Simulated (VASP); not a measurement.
A cell of V (bcc) near equilibrium:

```yaml
crystal:
  lattice:
    - [-1.47586, 1.47586, 1.47586]
    - [1.47586, -1.47586, 1.47586]
    - [1.47586, 1.47586, -1.47586]
  atoms:
    - { symbol: V, position: [0.00000, 0.00000, 0.00000] }
```

Level of theory: PBEsol GGA, VASP's PBE PAW potentials (set 64) (plane waves; VASP).

```json
[
 {"run": "as it is", "ΔE (meV/atom)": "0.0", "σxx": "1.20", "σyy": "1.20", "σzz": "1.20", "largest shear component, with its sign (GPa)": "0.00", "largest force (eV/Å)": "0.000"},
 {"run": "after one change", "ΔE (meV/atom)": "1.4", "σxx": "-1.84", "σyy": "-3.84", "σzz": "-1.84", "largest shear component, with its sign (GPa)": "0.00", "largest force (eV/Å)": "0.000"}
]
```
Stress is in GPa, positive when the cell is compressed.

### Question
Name the change that produced these shifts.
A) uniaxial strain of +2.0 % along y
B) isotropic strain of +2.0 %
C) isotropic strain of +1.5 %
D) biaxial strain of +1.0 % in the yz plane

### Answer
A, uniaxial strain of +2.0 % along y

The compound is V in the bcc structure. The run is not spin-polarised, so no magnetic state was tried.
